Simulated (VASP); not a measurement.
# LuPd in VASP: notebook

The runs below take LuPd through single point, with PBEsol.

All numbers are computed with VASP 6.6.1; they aren't measurements. Logs are shortened: lines on timing, memory, paths and dates and some standing lists are left out, and cuts for length are marked.

## (1) Starting point

The cell holds a slab with vacuum, 4 atoms: a = 3.415 Å, b = 3.415 Å, c = 13.123 Å, α = 90.00°, β = 90.00°, γ = 90.00°.

## (2) Single point, PBEsol

Contents of INCAR:

```
SYSTEM = LuPd
PREC     = Accurate       ! precision mode
ENCUT    = 520            ! plane-wave cutoff, eV
EDIFF    = 1E-7           ! SCF threshold, eV
ISMEAR   = -1             ! smearing method
SIGMA    = 0.1            ! smearing width, eV
LREAL    = .False.        ! projectors in reciprocal space
LASPH    = .True.         ! aspherical terms in the spheres
NELM     = 100            ! most SCF steps
ALGO     = Normal         ! electronic algorithm
ISIF     = 2              ! what is computed and relaxed
LWAVE    = .False.        ! write WAVECAR
LCHARG   = .True.         ! write CHGCAR
LDIPOL   = .True.       
IDIPOL   = 3            
DIPOL    = 0.5 0.5 0.500
GGA      = PS             ! functional
LELF     = .True.         ! ELF
LVHAR    = .True.       
LVACPOTAV= .True.       
NBANDS   = 43             ! bands
```

Contents of KPOINTS:

```
regular mesh
0
Gamma
  5 5 1
  0 0 0
```

Contents of POSCAR:

```
LuPd
1.0
    3.4150000000      0.0000000000      0.0000000000
    0.0000000000      3.4150000000      0.0000000000
    0.0000000000      0.0000000000     13.1225000000
Lu Pd
2 2
Direct
    0.0000000000      0.0000000000      0.3048199657
    0.0000000000      0.0000000000      0.5650600114
    0.5000000000      0.5000000000      0.4349399886
    0.5000000000      0.5000000000      0.6951800343
```

Potentials or basis: VASP PAW PBE potentials, release 64 (Lu, Pd).

Launch:

```
$ cat potpaw_PBE.64/Lu/POTCAR potpaw_PBE.64/Pd/POTCAR > POTCAR
$ mpirun -np 1 vasp_std > vasp.out
```

OUTCAR:

```text
SYSTEM = LuPd
   PREC = Accurate
   ENCUT = 520
   EDIFF = 1E-7
   ISMEAR = -1
   LREAL = .False.
   LASPH = .True.
   NELM = 100
   ISIF = 2
   GGA = PS

 ion  position               nearest neighbor table
   1  0.000  0.000  0.305-   3 2.96   3 2.96   3 2.96   3 2.96   2 3.41
   2  0.000  0.000  0.565-   3 2.96   3 2.96   3 2.96   3 2.96   4 2.96   4 2.96   4 2.96   4 2.96
                             1 3.41
   3  0.500  0.500  0.435-   2 2.96   2 2.96   2 2.96   2 2.96   1 2.96   1 2.96   1 2.96   1 2.96
                             4 3.41
   4  0.500  0.500  0.695-   2 2.96   2 2.96   2 2.96   2 2.96   3 3.41

  LATTYP: Found a simple tetragonal cell.
 ALAT       =     3.4150000000
 C/A-ratio  =     3.8426061493

  Lattice vectors:

 A1 = (   3.4150000000,   0.0000000000,   0.0000000000)
 A2 = (   0.0000000000,   3.4150000000,   0.0000000000)
 A3 = (   0.0000000000,   0.0000000000,  13.1225000000)

Analysis of symmetry for initial positions (statically):
=====================================================================
 Subroutine PRICEL returns:
 Original cell was already a primitive cell.

 Routine SETGRP: Setting up the symmetry group for a
 simple tetragonal supercell.

 Subroutine GETGRP returns: Found  8 space group operations
 (whereof  8 operations were pure point group operations)
 out of a pool of 16 trial point group operations.

The static configuration has the point symmetry C_4v.

Analysis of symmetry for dynamics (positions and initial velocities):
=====================================================================
 Subroutine PRICEL returns:
 Original cell was already a primitive cell.

 Routine SETGRP: Setting up the symmetry group for a
 simple tetragonal supercell.

 Subroutine GETGRP returns: Found  8 space group operations
 (whereof  8 operations were pure point group operations)
 out of a pool of 16 trial point group operations.

The dynamic configuration has the point symmetry C_4v.

 Subroutine INISYM returns: Found  8 space group operations
 (whereof  8 operations are pure point group operations),
 and found     1 'primitive' translations

----------------------------------------------------------------------------------------

                                     Primitive cell

  volume of cell :     153.0375

  direct lattice vectors                    reciprocal lattice vectors
     3.415000000  0.000000000  0.000000000     0.292825769  0.000000000  0.000000000
     0.000000000  3.415000000  0.000000000     0.000000000  0.292825769  0.000000000
     0.000000000  0.000000000 13.122500000     0.000000000  0.000000000  0.076204991

  length of vectors
     3.415000000  3.415000000 13.122500000     0.292825769  0.292825769  0.076204991

  position of ions in fractional coordinates (direct lattice)
     0.000000000  0.000000000  0.304819966
     0.000000000  0.000000000  0.565060011
     0.500000000  0.500000000  0.434939989
     0.500000000  0.500000000  0.695180034

  ion indices of the primitive-cell ions
   primitive index   ion index
                 1           1
                 2           2
                 3           3
                 4           4

----------------------------------------------------------------------------------------

 KPOINTS: regular mesh

Automatic generation of k-mesh.
 Grid dimensions read from file:
 generate k-points for:    5    5    1

 Generating k-lattice:

  Cartesian coordinates                     Fractional coordinates (reciprocal lattice)
     0.058565154  0.000000000  0.000000000     0.200000000  0.000000000  0.000000000
     0.000000000  0.058565154  0.000000000     0.000000000  0.200000000  0.000000000
     0.000000000  0.000000000  0.076204991     0.000000000  0.000000000  1.000000000

  Length of vectors
     0.058565154  0.058565154  0.076204991

  Shift w.r.t. Gamma in fractional coordinates (k-lattice)
     0.000000000  0.000000000  0.000000000

 Subroutine IBZKPT returns following result:
 ===========================================

 Found      6 irreducible k-points:

 Following reciprocal coordinates:
            Coordinates               Weight
  0.000000  0.000000  0.000000      1.000000
  0.200000  0.000000  0.000000      4.000000
  0.400000  0.000000  0.000000      4.000000
  0.200000  0.200000  0.000000      4.000000
  0.400000  0.200000  0.000000      8.000000
  0.400000  0.400000  0.000000      4.000000
   k-points           NKPTS =      6   k-points in BZ     NKDIM =      6   number of bands    NBANDS=     43
   number of dos      NEDOS =    301   number of ions     NIONS =      4
   total plane-waves  NPLWV =  76832
   dimension x,y,z NGX =    28 NGY =   28 NGZ =   98
   dimension x,y,z NGXF=    56 NGYF=   56 NGZF=  196
   ions per type =               2   2
   NGX,Y,Z   is equivalent  to a cutoff of  13.63, 13.63, 12.42 a.u.
   NGXF,Y,Z  is equivalent  to a cutoff of  27.26, 27.26, 24.83 a.u.
 SYSTEM =  LuPd
   PREC   = accura    normal or accurate (medium, high low for compatibility)
   ISTART =      0    job   : 0-new  1-cont  2-samecut
   ICHARG =      2    charge: 1-file 2-atom 10-const
   ISPIN  =      1    spin polarized calculation?
   LNONCOLLINEAR =      F non collinear calculations
   LSORBIT =      F    spin-orbit coupling
   LASPH  =      T    aspherical Exc in radial PAW
   ENCUT  =  520.0 eV  38.22 Ry    6.18 a.u.   6.35  6.35 24.40*2*pi/ulx,y,z
   NELM   =    100;   NELMIN=  2; NELMDL= -5     # of ELM steps
   EDIFF  = 0.1E-06   stopping-criterion for ELM
   LREAL  =      F    real-space projection
   EDIFFG = 0.1E-05   stopping-criterion for IOM
   NSW    =      0    number of steps for IOM
   IBRION =     -1    ionic relax: 0-MD 1-quasi-New 2-CG
   NFREE  =      0    steps in history (QN), initial steepest desc. (CG)
   ISIF   =      2    stress and relaxation
   ISYM   =      2    0-nonsym 1-usesym 2-fastsym
   POTIM  = 0.5000    time-step for ionic-motion
   TEBEG  =    0.0;   TEEND  =   0.0 temperature during run
   PSTRESS=    0.0 pullay stress
   NELECT =      70.0000    total number of electrons
   NUPDOWN=      -1.0000    fix difference up-down
   EMIN   =  10.00;   EMAX   =-10.00  energy-range for DOS
   EFERMI =   0.00;   METHOD = LEGACY
   ISMEAR =    -1;   SIGMA  =   0.10  broadening in eV -4-tet -1-fermi 0-gaus
   EFERMI_NEDOS =   21; number of points for ismear=-14 and -15
   IALGO  =     38    algorithm
   IMIX   =      4    mixing-type and parameters
     AMIX     =   0.40;   BMIX     =  1.00
     AMIX_MAG =   1.60;   BMIX_MAG =  1.00
  volume/ion in A,a.u.               =      38.26       258.19
  Fermi-wavevector in a.u.,A,eV,Ry     =   1.261367  2.383638 21.647509  1.591047
  Thomas-Fermi vector in A             =   2.394830
   LORBIT       =      0    0 simple, 1 ext, 2 COOP (PROOUT), +10 PAW based schemes
   GGA     = PS    functional components
   LHFCALC =     F    Hartree Fock is set to
   AEXX    =    0.0000 exact exchange contribution
   IVDW    =     0    specifies the selected vdW correction
   LEPSILON=     F    determine dielectric tensor
   LRPA    =     F    only Hartree local field effects (RPA)
 non-spin polarized calculation
  energy-cutoff  :      520.00
  volume of cell :      153.04
 maximum number of plane-waves:      4133
 NGX is ok and might be reduce to    28
   NGX = 13   NGY = 13   NGZ = 49

 number of electron      70.0000015 magnetization

 dipolmoment           0.000000      0.000000      0.075870 electrons x Angstroem

 Free energy of the ion-electron system (eV)
  ---------------------------------------------------
  ext. energy  EPLUGINS =         0.00000000
  ---------------------------------------------------
  free energy    TOTEN  =       -22.68236743 eV

  energy without entropy =      -22.59578945  energy(sigma->0) =      -22.63907844

 E-fermi :   1.0138     XC(G=0):  -7.7767

 val. band max:        0.9730697228   @ k =   0.4000   0.4000   0.0000
 cond. band min:       1.0389911854   @ k =   0.4000   0.4000   0.0000
 fundamental gap:      0.0659214626
 Fermi energy:         1.0138243835

 k-point     1 :       0.0000    0.0000    0.0000
  band No.  band energies     occupation
      1     -55.9729      2.00000
      2     -54.9282      2.00000
      3     -26.6938      2.00000
      4     -26.4518      2.00000
      5     -26.4518      2.00000
      6     -25.6335      2.00000
[... 35 lines left out ...]
     42       4.7307      0.00000
     43       5.7712      0.00000

 k-point     2 :       0.2000    0.0000    0.0000
  band No.  band energies     occupation
      1     -55.9690      2.00000
      2     -54.9242      2.00000
      3     -26.6825      2.00000
      4     -26.5540      2.00000
      5     -26.4434      2.00000
      6     -25.6215      2.00000
[... 35 lines left out ...]
     42       4.2823      0.00000
     43       5.1144      0.00000

 k-point     3 :       0.4000    0.0000    0.0000
  band No.  band energies     occupation
      1     -55.9627      2.00000
      2     -54.9177      2.00000
      3     -26.7149      2.00000
      4     -26.6642      2.00000
      5     -26.4296      2.00000
      6     -25.7349      2.00000
[... 35 lines left out ...]
     42       3.8838      0.00000
     43       5.1745      0.00000

 k-point     4 :       0.2000    0.2000    0.0000
  band No.  band energies     occupation
      1     -55.9651      2.00000
      2     -54.9202      2.00000
      3     -26.6720      2.00000
      4     -26.5470      2.00000
      5     -26.5415      2.00000
      6     -25.6103      2.00000
[... 35 lines left out ...]
     42       4.4484      0.00000
     43       4.5854      0.00000

 k-point     5 :       0.4000    0.2000    0.0000
  band No.  band energies     occupation
      1     -55.9588      2.00000
      2     -54.9137      2.00000
      3     -26.7033      2.00000
      4     -26.6548      2.00000
      5     -26.5285      2.00000
      6     -25.7225      2.00000
[... 35 lines left out ...]
     42       4.2808      0.00000
     43       5.3002      0.00000

 k-point     6 :       0.4000    0.4000    0.0000
  band No.  band energies     occupation
      1     -55.9526      2.00000
      2     -54.9074      2.00000
      3     -26.6855      2.00000
      4     -26.6834      2.00000
      5     -26.6396      2.00000
      6     -25.7033      2.00000
[... 35 lines left out ...]
     42       5.4341      0.00000
     43       6.1243      0.00000

------------------------ aborting loop because EDIFF is reached ----------------------------------------

  FORCE on cell =-STRESS in cart. coord.  units (eV):
  Direction    XX          YY          ZZ          XY          YZ          ZX
  --------------------------------------------------------------------------------------
  -------------------------------------------------------------------------------------
  Total       -3.7634975     -3.7634975     -3.6799367      0.0000000      0.0000000     -0.0000000
  in kB      -39.4007255    -39.4007255    -38.5259124      0.0000000      0.0000000     -0.0000000
  external PRESSURE =     -39.1091212 kB  Pullay stress =       0.0000000 kB

 VOLUME and BASIS-vectors are now :
 -----------------------------------------------------------------------------
  energy-cutoff  :      520.00
  volume of cell :      153.04
      direct lattice vectors                 reciprocal lattice vectors
     3.415000000  0.000000000  0.000000000     0.292825769  0.000000000  0.000000000
     0.000000000  3.415000000  0.000000000     0.000000000  0.292825769  0.000000000
     0.000000000  0.000000000 13.122500000     0.000000000  0.000000000  0.076204991

 POSITION                                       TOTAL-FORCE (eV/Angst)
 -----------------------------------------------------------------------------------
      0.00000      0.00000      4.00000        -0.000000     -0.000000      0.654078
      0.00000      0.00000      7.41500        -0.000000     -0.000000      1.270177
      1.70750      1.70750      5.70750        -0.000000     -0.000000     -0.590067
      1.70750      1.70750      9.12250         0.000000      0.000000     -1.334188
 -----------------------------------------------------------------------------------
    total drift:                               -0.000000      0.000000      0.008390

  FREE ENERGIE OF THE ION-ELECTRON SYSTEM (eV)
  ---------------------------------------------------
  free  energy   TOTEN  =       -22.6823674342 eV

  energy  without entropy=      -22.5957894488  energy(sigma->0) =      -22.63907844
```

It took 2.6 min on 1 thread of Intel Xeon Platinum 8175M at 2.50GHz (Skylake/Cascade Lake), shared host; peak memory 0.26 GiB.

Results:

| Quantity | Value |
| --- | --- |
| Free energy | -22.6824 eV |
| Largest force | 1.334 eV/Å |
| Band gap on the k mesh | 0.07 eV, direct |

Forces in eV/Å, atoms in the order of the input:
```
Lu   0.000  0.000  0.654
Lu   0.000  0.000  1.270
Pd   0.000  0.000 -0.590
Pd   0.000  0.000 -1.334
```

Caveat: the PAW data sets were made with another functional, which shifts forces and pressure a little; spin-orbit coupling is left out, which moves the levels of the heavy elements.

(Continued in part 2 of 2.)
